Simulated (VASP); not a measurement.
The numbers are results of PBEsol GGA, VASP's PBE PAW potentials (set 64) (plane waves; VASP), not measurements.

Input for VASP

POSCAR:
```
Ru
1
    1.3448589439    -2.3293641721     0.0000000000
    1.3448589439     2.3293641721     0.0000000000
    0.0000000000     0.0000000000     4.2421322823
Ru
2
Direct
  0.3333330000   0.6666670000   0.2500000000
  0.6881320850   0.3118679150   0.7500000000
```

**INCAR**
```
ALGO = Normal
EDIFF = 1E-7
ENCUT = 480
GGA = PS
ISIF = 2
ISMEAR = 1
LASPH = .TRUE.
LCHARG = .FALSE.
LMAXMIX = 4
LREAL = .FALSE.
LWAVE = .FALSE.
NELM = 100
PREC = Accurate
SIGMA = 0.1
SYSTEM = Ru
```

### KPOINTS
```
kpoints
0
G
 14 14 8
```

POTCAR, in this order: Ru_pv (PBE.64 set). Program: vasp_std.

Question: What does the run give for the energy per atom (σ→0), pressure, largest force, band gap (on the k-mesh)?

Answer: 
```yaml
energy per atom (σ→0): -10.152 eV/atom
band gap (on the k-mesh): none (metal, semimetal or under 0.01 eV)
pressure: 13.1 kbar
largest_force: 0.701 eV/Å
```

**OSZICAR**
```
...
DAV:   8    -0.203037913929E+02    0.11205E-01   -0.70510E-03 10692   0.996E-01    0.188E-01
DAV:   9    -0.203035234711E+02    0.26792E-03   -0.80475E-04 12638   0.323E-01    0.431E-02
DAV:  10    -0.203035423956E+02   -0.18924E-04   -0.20837E-05 11350   0.454E-02    0.835E-03
DAV:  11    -0.203035438096E+02   -0.14140E-05   -0.92232E-07 13056   0.797E-03    0.292E-03
DAV:  12    -0.203035436140E+02    0.19561E-06   -0.29867E-08  5782   0.177E-03    0.798E-04
DAV:  13    -0.203035437491E+02   -0.13508E-06   -0.10442E-08  5306   0.989E-04    0.519E-04
DAV:  14    -0.203035437498E+02   -0.65393E-09   -0.23793E-09  5244   0.450E-04
   1 F= -.20303544E+02 E0= -.20303747E+02  d E =0.610894E-03
```

The compound is Ru in the hcp structure. This cell was strained or had an atom moved on purpose.
